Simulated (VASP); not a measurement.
Here is the system:

```yaml
crystal:
  lattice:
    - [1.59383, -2.75446, 0.00000]
    - [1.59383, 2.75446, 0.00000]
    - [0.00000, 0.00000, 5.05210]
  atoms:
    - { symbol: Hf, position: [0.33333, 0.66667, 0.25000] }
    - { symbol: Hf, position: [0.68008, 0.34675, 0.75000] }
```

Calculation: PBE GGA, VASP's PBE PAW potentials (set 64) (plane waves; VASP 6.6.1). Settings: 400 eV cut-off, KSPACING 0.25 per Å, first-order Methfessel-Paxton smearing of 0.10 eV, potentials Hf_pv.

Give the force on each atom (eV/Å).

| atom | Fx | Fy | Fz |
|---|---|---|---|
| Hf1 | 0.104 | 0.003 | 0.000 |
| Hf2 | -0.104 | -0.003 | 0.000 |

Give the stress tensor in GPa (positive for a compressed cell).

```
 1.12  -0.33   0.00
-0.33   1.42   0.00
 0.00   0.00   0.43
```
The pressure is its mean diagonal, 0.99 GPa.

The compound is Hf in the hcp structure. The cell was not relaxed at this level, atoms are displaced from their ideal sites. The run is one of a series of settings (KGAMMA = .TRUE., KSPACING = 0.25, KPOINTS file removed against the base run), some of them coarse on purpose.
